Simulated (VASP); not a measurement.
Energy against volume of KZnF3 (cubic perovskite). All values below come from TPSS meta-GGA, VASP's PBE PAW potentials (set 64) (plane waves; VASP). Run with 520 eV cut-off, 6×6×6 Γ-centred mesh, Gaussian smearing of 0.050 eV, potentials K_sv Zn F.

```json
[
 {"V (Å³/atom)": "12.902", "E (eV/atom)": "-8.52015"},
 {"V (Å³/atom)": "13.314", "E (eV/atom)": "-8.53313"},
 {"V (Å³/atom)": "13.726", "E (eV/atom)": "-8.53934"},
 {"V (Å³/atom)": "14.138", "E (eV/atom)": "-8.53946"}
]
```

**Question.** Fit these four points and predict the energy of the run at 14.549 Å³/atom.

**Answer.** A cubic in V^(−2/3), the third-order Birch-Murnaghan form, passes through the four points with V0 = 13.94 Å³/atom and B0 = 76 GPa, and gives -8.5341 eV/atom there. The run gave -8.5347 eV/atom, -0.6 meV/atom from the fit; all five points give B0 = 71 GPa.

The compound is KZnF3 in the cubic perovskite structure. It was relaxed first.
